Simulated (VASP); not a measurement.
```xyz
1
Lattice="-2.6400 2.6400 2.6400 2.6400 -2.6400 2.6400 2.6400 2.6400 -2.6400" Properties=species:S:1:pos:R:3 pbc="T T T"
K      0.0000     0.0000     0.0000
```

Calculation: PW91 GGA, VASP's PBE PAW potentials (set 64) (plane waves; VASP). Settings: 520 eV cut-off, Gaussian smearing of 0.050 eV, potentials K_sv.

Question: What does the run give for the band gap (along the path) with the smallest direct gap where there is one?

Answer: 
```yaml
band gap (along the path): none (metal, semimetal or under 0.01 eV)
```

The absolute energy has meaning only against runs of the same code, potentials and settings.

The compound is K in the bcc structure. The cell was not relaxed at this level.
